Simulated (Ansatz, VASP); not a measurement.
# Sn23H16 (Sn wire along [110], 23 atoms a period, H-terminated): VASP beside Ansatz

Wanted: the spread between two codes on one cell, functional and k mesh. The cell is taken from a series of runs on this material, whose earlier steps may have relaxed, scaled, displaced or heated it; both programs get it as it stands.

Method: plane waves, with VASP 6.6.1 beside it; PBE, in Ansatz 0.2.0.

## Step 1: The starting structure

The cell holds 39 atoms: 16 H and 23 Sn. Cell: a = 22.121 Å, b = 23.765 Å, c = 4.734 Å, α = 90.0°, β = 90.0°, γ = 90.0°. Vacuum lies along a and b. The structure's axis is c.

## Step 2: VASP: single point, PBE

A single point takes one fixed geometry, so differences don't come from the geometry; what else differs is listed under the comparison.

Lines of VASP's logs that name or quote its potential files are left out, and so is its time.

INCAR

```
SYSTEM = Sn23H16
PREC = Accurate
ENCUT = 400
EDIFF = 1E-06
NELM = 120
ISMEAR = -1
SIGMA = 0.05
LREAL = Auto
ALGO = Normal
GGA = PE
NBANDS = 196
LORBIT = 11
LWAVE = .FALSE.
LCHARG = .FALSE.
ISIF = 2
LASPH = .TRUE.
GGA_COMPAT = .FALSE.
EFERMI = MIDGAP
KPAR = 4
```

POSCAR

```
Sn23H16
1.0
   22.1210000000      0.0000000000      0.0000000000
    0.0000000000     23.7650000000      0.0000000000
    0.0000000000      0.0000000000      4.7335034335
H Sn
16 23
Direct
    0.1564680490      0.5583654010      0.0000000000
    0.4690981610      0.8537483835      0.0000000000
    0.7678785360      0.6568535915      0.0000000000
    0.2309280300      0.3027596355      0.2067111120
    0.2309280300      0.6972200965      0.2067111120
    0.8445998080      0.4999898660      0.2941026500
    0.3059054850      0.1457084405      0.5000000000
    0.3059054850      0.8542712915      0.5000000000
    0.6183529320      0.2450391165      0.5000000000
    0.6183529320      0.7549406155      0.5000000000
    0.8445998080      0.4999898660      0.7058973500
    0.2309280300      0.3027596355      0.7932888880
    0.2309280300      0.6972200965      0.7932888880
    0.1564680490      0.4416143310      0.0000000000
    0.4690981610      0.1462313485      0.0000000000
    0.7678785360      0.3431261405      0.0000000000
    0.2036108330      0.4999898660      0.0000000000
    0.4250288920      0.5984508315      0.0000000000
    0.4235033160      0.7940131495      0.0000000000
    0.4995384460      0.6969754515      0.0000000000
    0.5002122250      0.4999898660      0.0000000000
    0.7227210110      0.5967110375      0.0000000000
    0.7980140960      0.4999898660      0.0000000000
    0.2776969750      0.3027565140      0.5000000000
    0.2776969750      0.6972232180      0.5000000000
    0.2759548640      0.4999898660      0.5000000000
    0.3516198340      0.2054244670      0.5000000000
    0.3507206330      0.4016853355      0.5000000000
    0.3507206330      0.5982943965      0.5000000000
    0.3516198340      0.7945552650      0.5000000000
    0.5727395000      0.3049664105      0.5000000000
    0.5727395000      0.6950133215      0.5000000000
    0.5747254420      0.4999898660      0.5000000000
    0.6494993650      0.4016510190      0.5000000000
    0.6494993650      0.5983287130      0.5000000000
    0.4235033160      0.2059665825      0.0000000000
    0.4250288920      0.4015289005      0.0000000000
    0.4995384460      0.3030042805      0.0000000000
    0.7227210110      0.4032686945      0.0000000000
```

KPOINTS

```
Automatic mesh
0
Gamma
1 1 17
0 0 0
```

Potentials, in the order of the species: H and Sn_d (PBE family, release 64).

Launch:

```bash
$ mpirun -np 4 vasp_std
```

Numbers of over 12 decimals in the logs are rounded to 6 here.

The log of the run:

```text
[banner, memory and clock lines left out]
running    4 mpi-ranks, on    1 nodes
[...]
LDA part: xc-table for (Slater+PW92), standard interpolation
 POSCAR, INCAR and KPOINTS ok, starting setup
[...]
entering main loop
       N       E                     dE             d eps       ncg     rms          rms(c)
DAV:   1     0.279687660720E+04    0.27969E+04   -0.14396E+05  4408   0.139E+03
DAV:   2     0.184001309438E+03   -0.26129E+04   -0.25575E+04  3932   0.370E+02
DAV:   3    -0.123158406334E+03   -0.30716E+03   -0.30490E+03  3864   0.165E+02
DAV:   4    -0.139858287157E+03   -0.16700E+02   -0.16599E+02  3992   0.424E+01
[...]
DAV:  27    -0.135506939077E+03   -0.10284E-05   -0.31111E-08  2208   0.783E-04    0.166E-04
DAV:  28    -0.135506940221E+03   -0.11435E-05   -0.36170E-08  2144   0.720E-04    0.119E-04
DAV:  29    -0.135506940460E+03   -0.23935E-06   -0.11911E-08  2160   0.509E-04
   1 F= -.13550694E+03 E0= -.13550689E+03  d E =-.104459E-03
```

From OUTCAR (step 2):

```text
  Total       -1.6179799     -1.5191249     -1.5424940      0.0000000      0.0000000      0.0000000
  in kB       -1.0417378     -0.9780900     -0.9931362      0.0000000      0.0000000      0.0000000
  external PRESSURE =      -1.0043213 kB  Pullay stress =       0.0000000 kB

 POSITION                                       TOTAL-FORCE (eV/Angst)
 -----------------------------------------------------------------------------------
      3.46123     13.26955      0.00000         0.010567     -0.010291     -0.000000
     10.37692     20.28933      0.00000        -0.007187     -0.013092     -0.000000
     16.98624     15.61013      0.00000        -0.009799     -0.013121     -0.000000
      5.10836      7.19508      0.97847         0.010601      0.001811      0.013152
      5.10836     16.56944      0.97847         0.010601     -0.001811      0.013152
     18.68339     11.88226      1.39214        -0.012006      0.000000     -0.013952
      6.76694      3.46276      2.36675         0.008406      0.013243     -0.000000
      6.76694     20.30176      2.36675         0.008406     -0.013243     -0.000000
     13.67859      5.82335      2.36675        -0.010578      0.012205     -0.000000
     13.67859     17.94116      2.36675        -0.010578     -0.012205     -0.000000
     18.68339     11.88226      3.34137        -0.012006      0.000000      0.013952
      5.10836      7.19508      3.75504         0.010601      0.001811     -0.013152
      5.10836     16.56944      3.75504         0.010601     -0.001811     -0.013152
      3.46123     10.49496      0.00000         0.010567      0.010291     -0.000000
[...]
-----------------------------------------------------------------------------------
    total drift:                                0.005380      0.000003      0.000012

  FREE ENERGIE OF THE ION-ELECTRON SYSTEM (eV)
  ---------------------------------------------------
  free  energy   TOTEN  =      -135.5069404602 eV

  energy  without entropy=     -135.5068360010  energy(sigma->0) =     -135.50688823

[... 3 further parts left out ...]
[key lines of the parts left out:]
E-fermi :  -1.2130
```

## Step 3: Ansatz: single point, PBE

Ansatz runs on its PAW soft_1 files.

The same cell, functional, mesh and smearing now go to Ansatz, which takes its cutoff from its data sets.

input.yaml

```yaml
crystal:
  lattice:
    - [22.121, 0.0, 0.0]
    - [0.0, 23.765, 0.0]
    - [0.0, 0.0, 4.7335034335]
  atoms:
    - { symbol: H, position: [0.156468049, 0.558365401, 0.0] }
    - { symbol: Sn, position: [0.203610833, 0.499989866, 0.0] }
    - { symbol: Sn, position: [0.425028892, 0.598450831, 0.0] }
    - { symbol: Sn, position: [0.423503316, 0.794013149, 0.0] }
    - { symbol: H, position: [0.469098161, 0.853748383, 0.0] }
    - { symbol: Sn, position: [0.499538446, 0.696975451, 0.0] }
    - { symbol: Sn, position: [0.500212225, 0.499989866, 0.0] }
    - { symbol: Sn, position: [0.722721011, 0.596711037, 0.0] }
    - { symbol: H, position: [0.767878536, 0.656853591, 0.0] }
    - { symbol: Sn, position: [0.798014096, 0.499989866, 0.0] }
    - { symbol: H, position: [0.23092803, 0.302759635, 0.206711112] }
    - { symbol: H, position: [0.23092803, 0.697220096, 0.206711112] }
    - { symbol: H, position: [0.844599808, 0.499989866, 0.29410265] }
    - { symbol: Sn, position: [0.277696975, 0.302756514, 0.5] }
    - { symbol: Sn, position: [0.277696975, 0.697223218, 0.5] }
    - { symbol: Sn, position: [0.275954864, 0.499989866, 0.5] }
    - { symbol: H, position: [0.305905485, 0.14570844, 0.5] }
    - { symbol: H, position: [0.305905485, 0.854271291, 0.5] }
    - { symbol: Sn, position: [0.351619834, 0.205424467, 0.5] }
    - { symbol: Sn, position: [0.350720633, 0.401685335, 0.5] }
    - { symbol: Sn, position: [0.350720633, 0.598294396, 0.5] }
    - { symbol: Sn, position: [0.351619834, 0.794555265, 0.5] }
    - { symbol: Sn, position: [0.5727395, 0.30496641, 0.5] }
    - { symbol: Sn, position: [0.5727395, 0.695013321, 0.5] }
    - { symbol: Sn, position: [0.574725442, 0.499989866, 0.5] }
    - { symbol: H, position: [0.618352932, 0.245039116, 0.5] }
    - { symbol: H, position: [0.618352932, 0.754940615, 0.5] }
    - { symbol: Sn, position: [0.649499365, 0.401651019, 0.5] }
    - { symbol: Sn, position: [0.649499365, 0.598328713, 0.5] }
    - { symbol: H, position: [0.844599808, 0.499989866, 0.70589735] }
    - { symbol: H, position: [0.23092803, 0.302759635, 0.793288888] }
    - { symbol: H, position: [0.23092803, 0.697220096, 0.793288888] }
    - { symbol: H, position: [0.156468049, 0.441614331, 0.0] }
    - { symbol: Sn, position: [0.423503316, 0.205966582, 0.0] }
    - { symbol: Sn, position: [0.425028892, 0.4015289, 0.0] }
    - { symbol: H, position: [0.469098161, 0.146231348, 0.0] }
    - { symbol: Sn, position: [0.499538446, 0.30300428, 0.0] }
    - { symbol: Sn, position: [0.722721011, 0.403268694, 0.0] }
    - { symbol: H, position: [0.767878536, 0.34312614, 0.0] }
kpoints:
  mp_grid: { grid: [1, 1, 17] }
  band_path: { path: ["Γ", Z], npoints: 90 }
scf:
  occupations: { method: fermi_dirac, width: 0.05 }
hamiltonian:
  xc: pbe
  pseudopotentials: { kind: paw, azcp: { folder: soft_1 } }
output:
  dos: { e_range: [-5, 4] }
  write_potential: true
  write_density: true
  volumetric_format: npy
```

Launch:

```bash
$ ansatz run input.yaml --threads 4 --pin off --max-ram 16384MiB --backend cpu --events-out ev --progress --plain --runs-dir out
```

The log of the run:

```text
Engine: ansatz 0.2.0, aarch64-unknown-linux-gnu
Pseudopotentials: kind: paw
Pseudopotential: H, paw, valence charge 1, recommended cutoff 420 eV (normal), soft_1/H.paw.azcp
Pseudopotential: Sn, paw, valence charge 14, recommended cutoff 420 eV (normal), soft_1/Sn.paw.azcp
Functional definition: PBE
  parameter kappa = 0.804
  parameter beta = 0.066725
  exchange = pbe_x(kappa = kappa, mu = beta*pi^2/3)
  correlation = pbe_c(beta = beta)
Crystal: 39 atoms, lattice volume = 2488.429 Å³
Basis set: ecut = 420 eV, 48525 PW (Γ)
Bands: 208, of which v1, the nominal top of the filled ones, is band 169 counted from 1 (168 counted from 0)
Symmetry: 4 space group operations
Space group: Pmm2 (ITA 25), of the structure as read, at distance tolerance 1.4e-4 Å
k-points: 9 of 17
Non-local potential: H, projectors of the file, l = 0: 2, l = 1: 1
Non-local potential: Sn, projectors of the file, l = 0: 2, l = 1: 2, l = 2: 2, l = 3: 1
PAW form: soft (Blöchl's): semilocal exchange-correlation on the pseudo side does not see the compensation charge
PAW one-centre angular grid: H, 110 points (default); XC on 64 Gauss nodes
PAW one-centre angular grid: Sn, 590 points (default); XC on 64 Gauss nodes
Initial density: superposition of atomic densities (neutral atoms: chi_scale 0, normalization atom)
Initial wavefunctions: pseudopotential atomic-orbital guess
Functional: x = pbe(κ = 0.804, μ = 0.219515), c = pbe(β = 0.066725)
SCF iter   1: F=—  HF=-138810.214901 eV  |F-HF|=—  |Δ(HF+E_count)|=         —  Δρ=2.57e-2  dr2=1.75e1  ethr=3.10e-3  ⟨swp⟩=6.8  Hψ=8482  notcnv=0  defer=79
preconditioner: auto → Resta (q_TF=auto, 1.956 Å⁻¹)  ε∞=2.0  [insulator: Δε(μ)=0.462 eV  Ē_g=7.684 eV  σ=0.050 eV  W_gap=0.98  n_scr=332 (ndim 8)  ℏωp=7.7 eV  f_vac=0.560  D(μ)=0.05/eV (n_scr^D=0)  ε∞_Penn≈2.0  vacuum switching on, ρ_ref=4.3e-3 e/Å³]
SCF iter   2: F=—  HF=-138806.312840 eV  |F-HF|=—  |Δ(HF+E_count)|=    3.90e0  Δρ=1.01e-2  dr2=4.18e0  ethr=3.10e-3  ⟨swp⟩=3.0  Hψ=2645  notcnv=0  defer=252
SCF iter   3: F=—  HF=-138805.862491 eV  |F-HF|=—  |Δ(HF+E_count)|=   4.50e-1  Δρ=4.55e-3  dr2=2.79e0  ethr=1.24e-3  ⟨swp⟩=3.6  Hψ=2638  notcnv=0  defer=242
SCF iter   4: F=—  HF=-138805.513056 eV  |F-HF|=—  |Δ(HF+E_count)|=   3.49e-1  Δρ=1.43e-3  dr2=2.12e-1  ethr=8.25e-4  ⟨swp⟩=3.3  Hψ=2608  notcnv=0  defer=243
SCF iter   5: F=—  HF=-138805.506823 eV  |F-HF|=—  |Δ(HF+E_count)|=   6.23e-3  Δρ=6.00e-4  dr2=2.59e-2  ethr=6.27e-5  ⟨swp⟩=2.4  Hψ=2248  notcnv=0  defer=249
SCF iter   6: F=—  HF=-138805.511688 eV  |F-HF|=—  |Δ(HF+E_count)|=   4.86e-3  Δρ=3.34e-4  dr2=1.60e-2  ethr=7.67e-6  ⟨swp⟩=2.1  Hψ=2089  notcnv=0  defer=249
SCF iter   7: F=—  HF=-138805.511255 eV  |F-HF|=—  |Δ(HF+E_count)|=   4.33e-4  Δρ=1.66e-4  dr2=8.65e-4  ethr=4.74e-6  ⟨swp⟩=2.0  Hψ=1952  notcnv=0  defer=249
SCF iter   8: F=—  HF=-138805.512111 eV  |F-HF|=—  |Δ(HF+E_count)|=   8.55e-4  Δρ=5.51e-5  dr2=2.07e-4  ethr=2.56e-7  ⟨swp⟩=2.0  Hψ=2110  notcnv=0  defer=249
SCF iter   9: F=—  HF=-138805.512234 eV  |F-HF|=—  |Δ(HF+E_count)|=   1.24e-4  Δρ=2.05e-5  dr2=5.08e-5  ethr=6.12e-8  ⟨swp⟩=2.0  Hψ=2110  notcnv=0  defer=249
SCF iter  10: F=—  HF=-138805.512269 eV  |F-HF|=—  |Δ(HF+E_count)|=   3.46e-5  Δρ=1.09e-5  dr2=3.83e-6  ethr=1.50e-8  ⟨swp⟩=2.0  Hψ=2103  notcnv=0  defer=249
SCF iter  11: F=—  HF=-138805.512276 eV  |F-HF|=—  |Δ(HF+E_count)|=   6.88e-6  Δρ=5.19e-6  dr2=9.23e-7  ethr=1.13e-9  ⟨swp⟩=2.0  Hψ=2110  notcnv=0  defer=249
SCF iter  12: F=-138805.512278 eV  HF=-138805.512278 eV  |F-HF|=1.12e-7  |Δ(HF+E_count)|=   1.91e-6  Δρ=1.35e-6  dr2=9.28e-8  ethr=2.96e-11  ⟨swp⟩=14.0  Hψ=9340  notcnv=0
SCF 1 converged in 12 iterations: F = -138805.512278 eV  dr2 = 9.28e-8
  greatest PAW one-centre occupation: 0.991 electrons in one spin orbital (limit 2), on the Sn atom at site 1 (counted from 0), in its partial waves of l = 2
NSCF: frozen V_eff on 91 k-points
[...]
E_paw        = -100524.340139  (= ΣΔE_a)
  E_vpaw       = -7484.092575  (= ΣTr[D̂ρ^β])
  E_aug_tail   = -0.007248  (compensation charges beyond the density's cutoff)
  E_ewald      = 48813.030404
  E_smearing   = -0.000105  (= −TS)
  E_closure    = 0.000000  (closes the sum)
  Σ components = -138805.512278   (vs F -138805.512278, Δ=0.00e0)
--- Band table (eV; the first three rows and the last of 9) ---
  k-point 0: bands = [... 165 lower, -1.4234, -1.3182, -1.0800, -0.8303, -0.1486, 0.0478, 0.0847, 0.1858, ... 35 higher]
  k-point 1: bands = [... 165 lower, -1.4004, -1.2732, -1.2492, -1.1204, 0.1396, 0.2545, 0.2869, 0.4217, ... 35 higher]
  k-point 2: bands = [... 165 lower, -1.4832, -1.4551, -1.3553, -1.2291, 0.5197, 0.6712, 0.6854, 0.8319, ... 35 higher]
  k-point 8: bands = [... 165 lower, -2.0345, -1.9694, -1.9057, -1.7942, 0.5383, 0.5775, 1.0696, 1.1120, ... 35 higher]
```

The column dr2 measures how far the density is from self-consistency, as an energy; F and HF (Harris–Foulkes) agree once it is small.

## Step 4: Comparison

Known differences besides the potentials themselves: the cutoff is 420 eV in Ansatz and 400 eV in VASP (PREC = Accurate, projectors in real space). Total energies have different zeros and are not compared.

Both answers:

```tsv
quantity	Ansatz	VASP	difference
gap on the k mesh (eV)	0.682	0.682	0.000
```

A gap on the mesh is an upper bound, since the band edges may lie between its points.

## Step 5: Outcome

| Property | Result |
| --- | --- |
| difference in gap on the k mesh (single point, PBE) | -4.5e-4 eV |

The difference in gap on the k mesh is -4.5e-4 eV (single point, PBE), within the 0.08 eV picked in this series as the mark of a large difference. Such differences can come from data sets, numerical settings and the points named under the comparisons, not from the functional's error against experiment.

[Lines on the potential files, build, host, timing and source positions are cut from VASP's logs without a mark.]

[Logs are printed without paths, hosts, clocks, repeated set-up lines and the standing remarks that a program may print on its own settings, such as how far it seeks lower states.]

[Hosts, paths, dates, database ids (printed as entryN), source tags and the programs' standing remarks are cut or masked in the printed files.]
